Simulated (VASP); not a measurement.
Calculation: RPBE GGA, VASP's PBE PAW potentials (set 64) (plane waves; VASP).

VASP ran on this input.

### POSCAR
```
K
1.0
 -2.7122950061   2.7122950061   2.7122950061
  2.7122950061  -2.7122950061   2.7122950061
  2.7122950061   2.7122950061  -2.7122950061
K
1
Cart
  0.0000000000   0.0000000000   0.0000000000
```

File KPOINTS:
```
Automatic mesh
0
Gamma
9 9 9
0 0 0
```

**INCAR**
```
ALGO = Normal
EDIFF = 1E-6
EDIFFG = -0.01
ENCUT = 520
GGA = RP
IBRION = 2
ISIF = 3
ISMEAR = 1
LASPH = .TRUE.
LCHARG = .FALSE.
LREAL = .FALSE.
LWAVE = .FALSE.
NELM = 100
NSW = 60
PREC = Accurate
SIGMA = 0.1
SYSTEM = K
```

POTCAR, in this order: K_sv (PBE.64 set). Program: vasp_std.

Output of the run:

File OUTCAR:
```
 ion  position               nearest neighbor table
   1  0.000  0.000  0.000-
  LATTYP: Found a body centered cubic cell.
 ALAT       =     5.4245900122
 Subroutine PRICEL returns:
 Original cell was already a primitive cell.
 Subroutine GETGRP returns: Found 48 space group operations
The static configuration has the point symmetry O_h .
The dynamic configuration has the point symmetry O_h .
 Subroutine INISYM returns: Found 48 space group operations
 Subroutine IBZKPT returns following result:
 Found     35 irreducible k-points:

 Following reciprocal coordinates:
            Coordinates               Weight
  0.000000  0.000000  0.000000      1.000000
  0.111111  0.000000  0.000000     12.000000
  0.222222  0.000000  0.000000     12.000000
  0.333333  0.000000  0.000000     12.000000
  0.444444  0.000000  0.000000     12.000000
  0.111111  0.111111  0.000000     24.000000
  0.222222  0.111111  0.000000     48.000000
  0.333333  0.111111 -0.000000     48.000000
  0.444444  0.111111  0.000000     24.000000
  0.222222  0.222222  0.000000     24.000000
...
```

OSZICAR:
```
       N       E                     dE             d eps       ncg     rms          rms(c)
DAV:   1     0.501200835426E+02    0.50120E+02   -0.35936E+03   560   0.841E+02
DAV:   2     0.696127102168E+00   -0.49424E+02   -0.48147E+02   568   0.214E+02
DAV:   3    -0.885080708780E+00   -0.15812E+01   -0.15768E+01   864   0.371E+01
DAV:   4    -0.935269135997E+00   -0.50188E-01   -0.50188E-01   816   0.461E+00
DAV:   5    -0.936581714836E+00   -0.13126E-02   -0.13126E-02   936   0.466E-01    0.148E+00
DAV:   6    -0.939761879269E+00   -0.31802E-02   -0.13748E-03   840   0.332E-01    0.889E-01
DAV:   7    -0.942102972527E+00   -0.23411E-02   -0.30369E-03   792   0.551E-01    0.533E-02
DAV:   8    -0.942238460705E+00   -0.13549E-03   -0.11058E-04   944   0.141E-01    0.106E-02
DAV:   9    -0.942242899895E+00   -0.44392E-05   -0.71682E-06   816   0.262E-02    0.322E-03
DAV:  10    -0.942242356819E+00    0.54308E-06   -0.39852E-07   824   0.795E-03
   1 F= -.94224236E+00 E0= -.94214929E+00  d E =-.942242E+00
```

OUTCAR:
```
------------------------ aborting loop because EDIFF is reached ----------------------------------------
  FORCE on cell =-STRESS in cart. coord.  units (eV):
  Direction    XX          YY          ZZ          XY          YZ          ZX
  --------------------------------------------------------------------------------------
  Total        0.0038836      0.0038836      0.0038836     -0.0000000      0.0000000     -0.0000000
  in kB        0.0779595      0.0779595      0.0779595     -0.0000000      0.0000000     -0.0000000
  external PRESSURE =       0.0779595 kB  Pullay stress =       0.0000000 kB
  volume of cell :       79.81
      direct lattice vectors                 reciprocal lattice vectors
    -2.712295006  2.712295006  2.712295006     0.000000000  0.184345729  0.184345729
     2.712295006 -2.712295006  2.712295006     0.184345729  0.000000000  0.184345729
     2.712295006  2.712295006 -2.712295006     0.184345729  0.184345729  0.000000000
 POSITION                                       TOTAL-FORCE (eV/Angst)
 -----------------------------------------------------------------------------------
      0.00000      0.00000      0.00000        -0.000000     -0.000000     -0.000000
 -----------------------------------------------------------------------------------
    total drift:                               -0.000000      0.000000      0.000000
  FREE ENERGIE OF THE ION-ELECTRON SYSTEM (eV)
  ---------------------------------------------------
  free  energy   TOTEN  =        -0.9422423568 eV

  energy  without entropy=       -0.9419631534  energy(sigma->0) =       -0.94214929

 reached required accuracy - stopping structural energy minimisation
```
(Selected blocks of OUTCAR.)

The compound is K in the bcc structure. It was relaxed first, which changed the volume by +8 %. The start is the result of an earlier pass.
